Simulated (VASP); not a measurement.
Data:

```
Mg2Ge
1.0
    0.00000     3.24124     3.24124
    3.24124     0.00000     3.24124
    3.24124     3.24124     0.00000
Mg Ge
2 1
Cartesian
  1.62062   1.62062   1.62062
  4.86186   4.86186   4.86186
  3.24124   6.48248   3.24124
```

Calculation: vdW-DF2, VASP's PBE PAW potentials (set 64) (plane waves; VASP). Run with 520 eV cut-off, Gaussian smearing of 0.050 eV, potentials Mg Ge_d.

Task: Estimate the band gap (along the path) with the smallest direct gap where there is one.

Result: 
band gap (along the path): 0.36 eV
smallest direct gap (along the path): 0.75 eV

Only differences to runs with the same potentials and settings are physical.

The compound is Mg2Ge in the antifluorite structure. It was relaxed first.
